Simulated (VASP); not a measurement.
A run of VASP 6.6.1 is set up as follows.

INCAR

```
ALGO = Normal
EDIFF = 1E-6
EDIFFG = -0.01
ENCUT = 600
IBRION = 2
ISIF = 3
ISMEAR = -1
LASPH = T
LCHARG = F
LMIXTAU = T
LREAL = F
LWAVE = F
METAGGA = R2SCAN
NELM = 80
NSW = 60
PREC = Accurate
SIGMA = 0.05
```

File KPOINTS:

```
k-points
0
Gamma
  6 6 8
```

File POSCAR:

```
AlSn
1.0
    4.1981056157      0.0000000000      0.0000000000
   -2.0990528078      3.6356661109      0.0000000000
    0.0000000000      0.0000000000      3.3068470000
Sn Al
1 1
Direct
    0.3333333333      0.6666666667      0.5000000000
    0.0000000000      0.0000000000      0.0000000000
```

Potentials or basis: VASP PAW PBE potentials, release 64 (Sn_d, Al).

Launch:

```console
$ cat potpaw_PBE.64/Sn_d/POTCAR potpaw_PBE.64/Al/POTCAR > POTCAR
$ mpirun -np 1 vasp_std > vasp.out
```

Problem. Predict the relaxed volume.

Solution. 24.71 Å³/atom.

Problem. Estimate the space group after relaxing (to 0.05 Å).

Solution. P-6m2 (No. 187).

Problem. Predict the band gap on the k mesh.

Solution. None (metal or under the smearing width).

Problem. What does it give for the relaxed cell?

Solution. a = 4.161 Å, b = 4.161 Å, c = 3.296 Å, α = 90.00°, β = 90.00°, γ = 120.00°.

Final structure:
```yaml
crystal:
  lattice:
    - [4.16095, 0.00000, 0.00000]
    - [-2.08048, 3.60349, 0.00000]
    - [0.00000, 0.00000, 3.29638]
  atoms:
    - { symbol: Sn, position: [0.33333, 0.66667, 0.50000] }
    - { symbol: Al, position: [0.00000, 0.00000, 0.00000] }
```

Caveat: the PAW data sets were made with another functional, which shifts forces and pressure a little.
